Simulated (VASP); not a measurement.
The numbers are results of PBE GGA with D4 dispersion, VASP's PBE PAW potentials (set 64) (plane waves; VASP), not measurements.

VASP ran on this input.

File KPOINTS:
```
Automatic mesh
0
Gamma
10 10 10
0 0 0
```

### INCAR
```
SYSTEM=Cs
PREC=Accurate; ENCUT=520; LREAL=F
LASPH=T
EDIFF=1E-7; NELM=100; ALGO=Normal
LMAXMIX=4
ISMEAR=-5
GGA=PE; IVDW=13
ISIF=2
LWAVE=F; LCHARG=T; LORBIT=11
NEDOS=601
```

### POSCAR
```
Cs
1
   -3.0369402130     3.0369402130     3.0369402130
    3.0369402130    -3.0369402130     3.0369402130
    3.0369402130     3.0369402130    -3.0369402130
Cs
1
Direct
  0.0000000000   0.0000000000   0.0000000000
```

POTCAR, in this order: Cs_sv (PBE.64 set). Program: vasp_std.

Unless said otherwise, spin-orbit coupling is left out, though it shifts the bands of the heavy elements here.

**Question.** Estimate the energy per atom (σ→0), dispersion energy, band gap (on the k-mesh).

**Answer.** 
| Quantity | Value |
|---|---|
| energy per atom (σ→0) | -0.915 eV/atom |
| dispersion energy | -0.066 eV |
| band gap (on the k-mesh) | none (metal, semimetal or under 0.01 eV) |

**OSZICAR**
```
...
DAV:   6    -0.848490129514E+00   -0.32109E-03   -0.15450E-03  1328   0.229E-01    0.892E-02
DAV:   7    -0.849301808666E+00   -0.81168E-03   -0.36024E-03   896   0.364E-01    0.377E-02
DAV:   8    -0.849407633724E+00   -0.10583E-03   -0.14216E-04  1080   0.941E-02    0.439E-03
DAV:   9    -0.849408856377E+00   -0.12227E-05   -0.34166E-06  1264   0.115E-02    0.290E-03
DAV:  10    -0.849407904162E+00    0.95221E-06   -0.89363E-07  1040   0.577E-03    0.462E-04
DAV:  11    -0.849408049333E+00   -0.14517E-06   -0.19085E-08   880   0.104E-03    0.158E-04
DAV:  12    -0.849408087616E+00   -0.38283E-07   -0.74971E-09   680   0.487E-04
   1 F= -.91532300E+00 E0= -.91532300E+00  d E =0.000000E+00
```

The compound is Cs in the bcc structure. It was relaxed first.
